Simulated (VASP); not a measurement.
## Te2Ir2O: single point with PBEsol

The system is Te2Ir2O.

```xyz
10
Lattice="5.4299 3.3537 0.0000 5.4299 -3.3537 0.0000 0.0000 0.0000 -5.9239" Properties=species:S:1:pos:R:3 pbc="T T T"
Ir    1.9222    1.0101   -4.2433
Ir    8.9376   -1.0101   -1.2813
Ir    8.9376    1.0101   -4.2433
Ir    1.9222   -1.0101   -1.2813
Te    2.3881    0.8263   -2.2072
Te    8.4717   -0.8263   -5.1692
Te    8.4717    0.8263   -2.2072
Te    2.3881   -0.8263   -5.1692
O     5.4299   -1.9632   -4.5270
O     5.4299    1.9632   -1.5651
```

The cell was built by a generator and needn't be a form met in nature.

| Item | Value |
| --- | --- |
| Program | VASP 6.6.1 |
| Task | single point |
| Functional | PBEsol |
| Potentials or basis | VASP PAW PBE potentials, release 64 (Ir, Te, O) |
| Cutoff | 520 eV |
| k mesh | 3 × 3 × 3 |
| Occupations | fermi-dirac, width 0.0897 eV |
| Spin | no spin polarisation |
| Dipole correction | no |
| Further INCAR settings | ALGO = Normal; EDIFF = 1e-06; NBANDS = 47 |

| Property | Result |
| --- | --- |
| Pressure | 89.2 GPa |
| Largest force | 14.489 eV/Å |
| Band gap on the k mesh | none (metal or under the smearing width) |

Forces on the atoms (eV/Å):
```
Ir  -14.142   2.607  -1.773
Ir   14.142  -2.607  -1.773
Ir   14.142   2.607  -1.773
Ir  -14.142  -2.607  -1.773
Te   -1.251   1.028   1.746
Te    1.251  -1.028   1.746
Te    1.251   1.028   1.746
Te   -1.251  -1.028   1.746
O     0.000   0.334   0.055
O     0.000  -0.334   0.055
```

Stress tensor (GPa, compression positive):
```
 36.26   0.00   0.00
  0.00 113.97   0.00
  0.00   0.00 117.39
```

Levels at points of the mesh, in eV from the Fermi level:
```csv
k point,band 32,band 33,band 34,band 35,band 36,band 37,band 38,band 39,band 40,band 41
"(0.00, 0.00, 0.00)",-1.74,-1.53,-1.42,-0.69,-0.58,-0.40,-0.35,0.37,1.68,1.81
```

Run time: 85 s on 1 thread of Intel(R) Xeon(R) Platinum 8559C (Emerald Rapids) (shared host), peak memory 0.35 GiB.

Caveat: the k mesh is coarse (spacing up to 0.37 Å⁻¹), so the values aren't converged; a pressure of tens of GPa on the cell as given is suspect, and the run, the potentials or the cell itself is likely at fault; the PAW data sets were made with another functional, which shifts forces and pressure a little. The run has no spin-orbit coupling, so splittings on Ir, Te are missing.
